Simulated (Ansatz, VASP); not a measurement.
## BIr: VASP beside Ansatz

Contents of INCAR:

```
PREC = Accurate ; ENCUT = 520
EDIFF = 1E-6 ; ISMEAR = 0
SIGMA = 0.15 ; LREAL = F
LASPH = T ; NELM = 80
ALGO = Normal ; ISIF = 2
LWAVE = F ; LCHARG = T
LELF = T ; LVHAR = T
NBANDS = 13
```

Contents of KPOINTS:

```
regular mesh
0
Gamma
  18 18 18
```

POSCAR

```
BIr
1.0
    3.0421080792      0.0000000000      0.0000000000
   -1.5210540396      2.6345428776      0.0000000000
    0.0000000000      0.0000000000      2.7029723100
B Ir
1 1
Direct
    0.3333333333      0.6666666667      0.5000000000
    0.0000000000      0.0000000000      0.0000000000
```

Input for Ansatz:

```yaml
crystal:
  lattice:
    - [3.0421080792, 0.0, 0.0]
    - [-1.5210540396, 2.6345428776, 0.0]
    - [0.0, 0.0, 2.70297231]
  atoms:
    - { symbol: B, position: [0.3333333333, 0.6666666667, 0.5] }
    - { symbol: Ir, position: [0.0, 0.0, 0.0] }
basis:
  ecutwfc: 420
kpoints:
  mp_grid: { grid: [18, 18, 18] }
hamiltonian:
  xc: lda
scf:
  occupations: { method: gaussian, width: 0.15 }
output:
  forces: true
  stress: true
  eigenvalues: true
```

The cell comes from a database or a generator and needn't be the stable form of this composition.

Alike in both runs: task single point; functional LDA; k mesh 18 × 18 × 18; occupations gaussian, width 0.15 eV; no spin polarisation.

|  | VASP | Ansatz |
| --- | --- | --- |
| version | VASP 6.6.1 | Ansatz 0.2.0 |
| potentials or method | VASP PAW LDA potentials, release 64 (B, Ir) | scalar-relativistic, plane waves, PAW |
| plane-wave cutoff (eV) | 520 | 420 |
| valence electrons in the cell | 12 | 20 |

|  | VASP | Ansatz | Ansatz less VASP |
| --- | --- | --- | --- |
| gap on the k mesh at the Fermi level (eV) | none | none | - |
| pressure (GPa) | -8.7 | -10.8 | -2.11 |
| largest component of the traceless stress (GPa) | 0.15 | 0.60 | +0.448 |

A gap of «none» marks a metal or a gap that the smearing closes. The two sets of potentials don't hold the same shells in valence.

Spin-orbit coupling is left out, which matters for the levels of Ir.
